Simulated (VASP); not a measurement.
OSZICAR of a VASP run on Gd (space group P6_3/mmc):

**OSZICAR**
```
       N       E                     dE             d eps       ncg     rms          rms(c)
DAV:   1     0.555483014196E+02    0.55548E+02   -0.74458E+03  3328   0.102E+03
DAV:   2    -0.736015398189E+01   -0.62908E+02   -0.61056E+02  3646   0.273E+02
DAV:   3    -0.104847735855E+02   -0.31246E+01   -0.29368E+01  4562   0.383E+01
DAV:   4    -0.105800562517E+02   -0.95283E-01   -0.93523E-01  4082   0.550E+00
DAV:   5    -0.105825676125E+02   -0.25114E-02   -0.25075E-02  4438   0.823E-01    0.256E+01
DAV:   6    -0.105737130867E+02    0.88545E-02   -0.27361E-02  3920   0.129E+00    0.152E+01
DAV:   7    -0.105768760526E+02   -0.31630E-02   -0.26058E-02  3700   0.125E+00    0.697E+00
DAV:   8    -0.105788246518E+02   -0.19486E-02   -0.31667E-03  4290   0.429E-01    0.194E-01
DAV:   9    -0.105785116792E+02    0.31297E-03   -0.12798E-03  3678   0.256E-01    0.805E-02
DAV:  10    -0.105785177237E+02   -0.60446E-05   -0.70901E-05  4268   0.638E-02    0.208E-02
DAV:  11    -0.105785164080E+02    0.13157E-05   -0.18172E-06  3398   0.103E-02    0.913E-03
DAV:  12    -0.105785162546E+02    0.15341E-06   -0.52170E-07  2186   0.677E-03
   1 F= -.10578516E+02 E0= -.10575977E+02  d E =-.507859E-02  mag=    -0.0000    -0.0000    -0.0000
       N       E                     dE             ncg
```

### Question
Which electronic solver shows in the log?

### Answer
It is blocked Davidson (ALGO = Normal, or the opening steps of other solvers). The INCAR had ALGO = Normal.

### Question
How was spin treated?

### Answer
With non-collinear spinors: mag has three components.

### Question
Can the final energy be trusted as converged?

### Answer
Self-consistency was reached. It stopped with EDIFF = 1E-6, NELM = 100 (PBEsol GGA with spin-orbit coupling, plane waves, VASP's PBE PAW potentials (set 64)). The 4f electrons are frozen in the core of the lanthanide potential, so 4f levels, which can set the real gap, and their magnetism are missing.

The structure comes from a measured Gd entry (P6_3/mmc) of the Crystallography Open Database, whose conditions weren't checked. It was relaxed first, which changed the volume by -7 %.
